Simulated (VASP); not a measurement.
Computed with PBEsol GGA, VASP's PBE PAW potentials (set 64) (plane waves; VASP 6.6.1).

A VASP calculation is set up with these files.

**INCAR**
```
SYSTEM = Cd3ZnS4
PREC = Accurate
ENCUT = 400
EDIFF = 1E-7
NELM = 100
ALGO = Normal
LREAL = .FALSE.
LASPH = .TRUE.
ISMEAR = 0
SIGMA = 0.05
GGA = PS
LMAXMIX = 4
LWAVE = .FALSE.
LCHARG = .FALSE.
LORBIT = 11
ICHARG = 11
```

**KPOINTS**
```
k-points along high-symmetry lines
15
Line-mode
Reciprocal
  0.000000   0.000000   0.000000 ! GAMMA
  0.000000   0.500000   0.000000 ! X

  0.000000   0.500000   0.000000 ! X
  0.500000   0.500000   0.000000 ! M

  0.500000   0.500000   0.000000 ! M
  0.000000   0.000000   0.000000 ! GAMMA

  0.000000   0.000000   0.000000 ! GAMMA
  0.500000   0.500000   0.500000 ! R

  0.500000   0.500000   0.500000 ! R
  0.000000   0.500000   0.000000 ! X

  0.500000   0.500000   0.500000 ! R
  0.500000   0.500000   0.000000 ! M
```

**POSCAR**
```
Cd3ZnS4
5.7033020
  1.0000000472   0.0000000000   0.0000000000
  0.0000000000   1.0000000472   0.0000000000
  0.0000000000   0.0000000000   1.0000000472
Zn S Cd
1 4 3
direct
  0.0000000000   1.0000000000   1.0000000000
  0.2364279479   0.2364279479   0.2364279479
  0.7635720521   0.7635720521   0.2364279479
  0.7635720521   0.2364279479   0.7635720521
  0.2364279479   0.7635720521   0.7635720521
  0.5000000000   0.5000000000   1.0000000000
  0.5000000000   0.0000000000   0.5000000000
  0.0000000000   0.5000000000   0.5000000000
```

POTCAR, in this order: Zn S Cd (PBE.64 set). Program: vasp_std. Read from the step before: CHGCAR.

Output of the run:

**OSZICAR**
```
       N       E                     dE             d eps       ncg     rms          rms(c)
DAV:   1     0.511464335888E+03    0.51146E+03   -0.30196E+04  7740   0.137E+03
DAV:   2     0.192709796752E+02   -0.49219E+03   -0.47892E+03  8229   0.371E+02
DAV:   3    -0.259033529642E+02   -0.45174E+02   -0.44600E+02  8885   0.113E+02
DAV:   4    -0.270887428292E+02   -0.11854E+01   -0.11819E+01  8889   0.178E+01
DAV:   5    -0.271087138740E+02   -0.19971E-01   -0.19956E-01  8986   0.230E+00
DAV:   6    -0.271092280081E+02   -0.51413E-03   -0.51402E-03  8931   0.376E-01
DAV:   7    -0.271092455320E+02   -0.17524E-04   -0.17521E-04  9027   0.640E-02
DAV:   8    -0.271092462095E+02   -0.67752E-06   -0.67743E-06  8865   0.123E-02
DAV:   9    -0.271092462388E+02   -0.29288E-07   -0.29358E-07  7208   0.231E-03
   1 F= -.27109246E+02 E0= -.27109246E+02  d E =-.331682E-14
```

OUTCAR:
```
 val. band max:        1.4908691179   @ k =   0.0000   0.0000   0.0000

 cond. band min:       2.7034347247   @ k =   0.0000   0.0000   0.0000



 k-point     1 :       0.0000    0.0000    0.0000
  band No.  band energies     occupation
      1     -11.1418      2.00000
      2     -10.3648      2.00000
      3     -10.3648      2.00000
      4     -10.3648      2.00000
      5      -6.1989      2.00000
      6      -6.1989      2.00000
      7      -6.1989      2.00000
      8      -6.0852      2.00000
      9      -5.9974      2.00000
     10      -5.9974      2.00000
     11      -5.8852      2.00000
     12      -5.8852      2.00000
     13      -5.8852      2.00000
     14      -5.7596      2.00000
     15      -5.7596      2.00000
     16      -5.6704      2.00000
     17      -5.6007      2.00000
     18      -5.6007      2.00000
     19      -5.6007      2.00000
     20      -4.4108      2.00000
     21      -4.4108      2.00000
     22      -4.3903      2.00000
     23      -4.3903      2.00000
     24      -4.3903      2.00000
     25      -3.1982      2.00000
     26      -2.4823      2.00000
     27      -2.4823      2.00000
     28      -0.5994      2.00000
     29      -0.5994      2.00000
     30      -0.5994      2.00000
     31      -0.4401      2.00000
     32      -0.4401      2.00000
     33      -0.4401      2.00000
     34       1.4909      2.00000
     35       1.4909      2.00000
     36       1.4909      2.00000
     37       2.7034      0.00000
     38       4.8758      0.00000
     39       4.8758      0.00000
     40       4.8758      0.00000
     41       5.5358      0.00000
     42       5.5358      0.00000
     43       6.0215      0.00000

 k-point     2 :       0.0000    0.0357    0.0000
  band No.  band energies     occupation
      1     -11.1396      2.00000
      2     -10.3672      2.00000
      3     -10.3649      2.00000
      4     -10.3649      2.00000
      5      -6.1996      2.00000
      6      -6.1984      2.00000
...
```

The density is held fixed in this step, so its total energy and stress have no physical meaning.

The structure was generated: Cd3ZnS4 was put into an ordered model structure (P-43m), which need not be its known phase. It was relaxed first.
